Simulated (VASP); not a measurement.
Method: optB86b-vdW, VASP's PBE PAW potentials (set 64) (plane waves; VASP 6.6.1).

Input for VASP

File POSCAR:
```
CaO
4.7971430
  0.0000000000   0.4999999892   0.4999999892
  0.4999999892   0.0000000000   0.4999999892
  0.4999999892   0.4999999892   0.0000000000
Ca O
1 1
Direct
  0.0000000000   0.0000000000   0.0000000000
  0.5000000000   0.5000000000   0.5000000000
```

### KPOINTS
```
kpoints
0
gamma
11 11 11
```

### INCAR
```
SYSTEM = CaO
PREC = Accurate; ENCUT = 520; LREAL = .FALSE.
LASPH = .TRUE.
EDIFF = 1E-7; NELM = 100; ALGO = Normal
ISMEAR = -5
GGA = MK; LUSE_VDW = .TRUE.; AGGAC = 0.0
PARAM1 = 0.1234; PARAM2 = 1.0
ISIF = 2
LWAVE = .FALSE.; LCHARG = .TRUE.; LORBIT = 11
NEDOS = 601
```

POTCAR, in this order: Ca_sv O (PBE.64 set). Program: vasp_std.

The resulting files:

### OSZICAR
```
       N       E                     dE             d eps       ncg     rms          rms(c)
DAV:   1     0.133363096911E+03    0.13336E+03   -0.86440E+03  1344   0.136E+03
DAV:   2    -0.429674016894E+01   -0.13766E+03   -0.12911E+03  1536   0.338E+02
DAV:   3    -0.106631693821E+02   -0.63664E+01   -0.63101E+01  1720   0.759E+01
DAV:   4    -0.108709500972E+02   -0.20778E+00   -0.20758E+00  1948   0.122E+01
DAV:   5    -0.108738313915E+02   -0.28813E-02   -0.28811E-02  1668   0.146E+00    0.855E+00
DAV:   6    -0.921335398607E+01    0.16605E+01   -0.87177E+00  1548   0.276E+01    0.364E+00
DAV:   7    -0.916952595555E+01    0.43828E-01   -0.71222E-01  1868   0.832E+00    0.173E+00
DAV:   8    -0.916623252249E+01    0.32934E-02   -0.82181E-02  1432   0.322E+00    0.423E-01
DAV:   9    -0.916420141910E+01    0.20311E-02   -0.23489E-02  1716   0.125E+00    0.132E-01
DAV:  10    -0.916464294987E+01   -0.44153E-03   -0.20609E-03  1408   0.479E-01    0.250E-02
DAV:  11    -0.916467555004E+01   -0.32600E-04   -0.27551E-04  1908   0.145E-01    0.236E-02
DAV:  12    -0.916466844690E+01    0.71031E-05   -0.34815E-05  1568   0.676E-02    0.481E-03
DAV:  13    -0.916466800495E+01    0.44195E-06   -0.33621E-06  1816   0.172E-02    0.963E-04
DAV:  14    -0.916466775876E+01    0.24619E-06   -0.20624E-07  1504   0.583E-03    0.478E-04
DAV:  15    -0.916466780707E+01   -0.48316E-07   -0.31312E-08   784   0.238E-03
   1 F= -.91646678E+01 E0= -.91646678E+01  d E =0.000000E+00
```

File OUTCAR:
```
------------------------ aborting loop because EDIFF is reached ----------------------------------------
  FORCE on cell =-STRESS in cart. coord.  units (eV):
  Direction    XX          YY          ZZ          XY          YZ          ZX
  --------------------------------------------------------------------------------------
  Total       -0.0005753     -0.0005753     -0.0005753     -0.0000000     -0.0000000      0.0000000
  in kB       -0.0333968     -0.0333968     -0.0333968     -0.0000000     -0.0000000      0.0000000
  external PRESSURE =      -0.0333968 kB  Pullay stress =       0.0000000 kB
  volume of cell :       27.60
      direct lattice vectors                 reciprocal lattice vectors
     0.000000000  2.398571448  2.398571448    -0.208457413  0.208457413  0.208457413
     2.398571448  0.000000000  2.398571448     0.208457413 -0.208457413  0.208457413
     2.398571448  2.398571448  0.000000000     0.208457413  0.208457413 -0.208457413
  FREE ENERGIE OF THE ION-ELECTRON SYSTEM (eV)
  ---------------------------------------------------
  free  energy   TOTEN  =        -9.1646678071 eV

  energy  without entropy=       -9.1646678071  energy(sigma->0) =       -9.16466781

 total charge

# of ion       s       p       d       tot
------------------------------------------
    1        2.041   5.881   0.304   8.226
    2        1.544   3.451   0.000   4.995
--------------------------------------------------
tot          3.585   9.332   0.304  13.221
```
(Selected blocks of OUTCAR.)

The compound is CaO in the rock salt structure. It was relaxed first.
